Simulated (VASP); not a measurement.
These are LDA (Ceperley-Alder, Perdew-Zunger), VASP's LDA PAW potentials (set 64) (plane waves; VASP) values and carry that method's errors.

A VASP calculation is set up with these files.

### KPOINTS
```
K-points
0
Gamma
 13 13 1
```

File POSCAR:
```
Ta2N
1
    2.9240370000     0.0000000000     0.0000000000
   -1.4620180000     2.5322910000     0.0000000000
    0.0000000000     0.0000000000    16.3510660000
N Ta
1 2
Direct
  0.0000000000   0.0000000000   0.5000000000
  0.3333330000   0.6666670000   0.5718930000
  0.6666670000   0.3333330000   0.4281070000
```

### INCAR
```
# general
SYSTEM =Ta2N
PREC   =Accurate
ENCUT  =400
LREAL  =.FALSE.
LASPH  =.TRUE.

# electronic loop
EDIFF  =1E-6
NELM   =100
ALGO   =Normal
LMAXMIX=6

# smearing
ISMEAR =1
SIGMA  =0.2

# ions
ISIF   =2

# output
LWAVE  =.FALSE.
LCHARG =.FALSE.
```

POTCAR, in this order: N Ta_pv (LDA.64 set). Program: vasp_std.

Output of the run:

File OSZICAR:
```
       N       E                     dE             d eps       ncg     rms          rms(c)
DAV:   1     0.185645971360E+03    0.18565E+03   -0.13855E+04   898   0.111E+03
DAV:   2    -0.265601735504E+02   -0.21221E+03   -0.21008E+03   922   0.320E+02
DAV:   3    -0.377937136379E+02   -0.11234E+02   -0.10843E+02   892   0.715E+01
DAV:   4    -0.381687159208E+02   -0.37500E+00   -0.36636E+00  1010   0.111E+01
DAV:   5    -0.381741285542E+02   -0.54126E-02   -0.53988E-02   954   0.134E+00    0.336E+01
DAV:   6    -0.344998523673E+02    0.36743E+01   -0.34758E+01   828   0.375E+01    0.156E+01
DAV:   7    -0.341330715172E+02    0.36678E+00   -0.49952E+00   786   0.131E+01    0.713E+00
DAV:   8    -0.340001425583E+02    0.13293E+00   -0.63454E-01   974   0.577E+00    0.546E-01
DAV:   9    -0.339977352143E+02    0.24073E-02   -0.71299E-02   978   0.162E+00    0.278E-01
DAV:  10    -0.339967567328E+02    0.97848E-03   -0.13545E-02   961   0.897E-01    0.129E-01
DAV:  11    -0.339964054515E+02    0.35128E-03   -0.26649E-03   892   0.330E-01    0.317E-02
DAV:  12    -0.339964929831E+02   -0.87532E-04   -0.30764E-04   899   0.939E-02    0.144E-02
DAV:  13    -0.339965436120E+02   -0.50629E-04   -0.72655E-05   908   0.301E-02    0.140E-02
DAV:  14    -0.339967079301E+02   -0.16432E-03   -0.73540E-05   752   0.510E-02    0.756E-03
DAV:  15    -0.339967851825E+02   -0.77252E-04   -0.11711E-05   993   0.247E-02    0.608E-03
DAV:  16    -0.339968878147E+02   -0.10263E-03   -0.16689E-05   765   0.216E-02    0.934E-03
DAV:  17    -0.339969164104E+02   -0.28596E-04   -0.30175E-06   693   0.111E-02    0.250E-03
DAV:  18    -0.339969360459E+02   -0.19636E-04   -0.22808E-06   605   0.720E-03    0.667E-04
DAV:  19    -0.339969392695E+02   -0.32236E-05   -0.21256E-07   491   0.242E-03    0.290E-04
DAV:  20    -0.339969399581E+02   -0.68858E-06   -0.40738E-08   403   0.910E-04
   1 F= -.33996940E+02 E0= -.33992877E+02  d E =-.121901E-01
```

**OUTCAR**
```
------------------------ aborting loop because EDIFF is reached ----------------------------------------
  FORCE on cell =-STRESS in cart. coord.  units (eV):
  Direction    XX          YY          ZZ          XY          YZ          ZX
  --------------------------------------------------------------------------------------
  Total        7.5178263      7.5178303      2.7089667      0.0000015      0.0000000     -0.0000000
  in kB       99.4856223     99.4856754     35.8485587      0.0000196      0.0000000     -0.0000000
  external PRESSURE =      78.2732855 kB  Pullay stress =       0.0000000 kB
  volume of cell :      121.07
      direct lattice vectors                 reciprocal lattice vectors
     2.924037000  0.000000000  0.000000000     0.341992936  0.197449594  0.000000000
    -1.462018000  2.532291000  0.000000000     0.000000000  0.394899322  0.000000000
     0.000000000  0.000000000 16.351066000     0.000000000  0.000000000  0.061158092
 POSITION                                       TOTAL-FORCE (eV/Angst)
 -----------------------------------------------------------------------------------
      0.00000      0.00000      8.17553         0.000000      0.000000     -0.000000
     -0.00000      1.68819      9.35106         0.000000     -0.000000      1.365582
      1.46202      0.84410      7.00001        -0.000000      0.000000     -1.365582
 -----------------------------------------------------------------------------------
    total drift:                               -0.000000      0.000000      0.000000
  FREE ENERGIE OF THE ION-ELECTRON SYSTEM (eV)
  ---------------------------------------------------
  free  energy   TOTEN  =       -33.9969399581 eV

  energy  without entropy=      -33.9847498455  energy(sigma->0) =      -33.99287659
```
(Selected blocks of OUTCAR.)

At this cut-off the stress carries a Pulay error, which pulls relaxed volumes low. The cell holds a wide vacuum, so values per volume refer to the whole cell.

The cell is a sheet with vacuum, built from a generated structure.
